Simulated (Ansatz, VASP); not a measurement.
**One calculation of Si, two programs**

File INCAR:

```
PREC = Accurate
ENCUT = 520
EDIFF = 1E-7
ISMEAR = 0
SIGMA = 0.05
LREAL = F
LASPH = T
NELM = 60
ALGO = Normal
ISIF = 2
LWAVE = F
LCHARG = F
GGA = CA
NBANDS = 11
```

Contents of KPOINTS:

```
Automatic mesh
0
Gamma
  12 12 12
```

The input POSCAR:

```
Si
1.0
    0.0000000000      2.7709441081      2.8737461345
    2.7709441081      0.0000000000      2.8737461345
    2.7709441081      2.7709441081      0.0000000000
Si
2
Direct
    0.5000000000      0.5000000000      0.5000000000
    0.7500000000      0.7500000000      0.7500000000
```

Input for Ansatz:

```yaml
crystal:
  lattice:
    - [0.0, 2.7709441081, 2.8737461345]
    - [2.7709441081, 0.0, 2.8737461345]
    - [2.7709441081, 2.7709441081, 0.0]
  atoms:
    - { symbol: Si, position: [0.5, 0.5, 0.5] }
    - { symbol: Si, position: [0.75, 0.75, 0.75] }
basis:
  ecutwfc: 420
kpoints:
  mp_grid: { grid: [12, 12, 12] }
hamiltonian:
  xc: lda
  pseudopotentials: { kind: paw, azcp: { folder: soft_1 } }
scf:
  occupations: { method: gaussian, width: 0.05 }
output:
  forces: true
  stress: true
  eigenvalues: true
```

Alike in both runs: task single point; functional LDA; k mesh 12 × 12 × 12; occupations gaussian, width 0.05 eV; no spin polarisation.

|  | VASP | Ansatz |
| --- | --- | --- |
| version | VASP 6.6.1 | Ansatz 0.2.0 |
| potentials or method | VASP PAW LDA potentials, release 64 (Si) | scalar-relativistic, plane waves, PAW |
| plane-wave cutoff (eV) | 520 | 420 |
| valence electrons in the cell | 8 | 8 |

Ansatz gave:

| Property | Result |
| --- | --- |
| gap on the k mesh at the Fermi level (eV) | 0.44 |
| least direct gap on the mesh (eV) | 1.99 |
| pressure (GPa) | -8.6 |
| largest component of the traceless stress (GPa) | 2.39 |

**Question.** Estimate VASP's values.

**Answer.** gap on the k mesh at the Fermi level (eV): 0.43; least direct gap on the mesh (eV): 1.99; pressure (GPa): -8.5; largest component of the traceless stress (GPa): 2.39.

Ansatz warned: «pseudo_functional_mismatch».
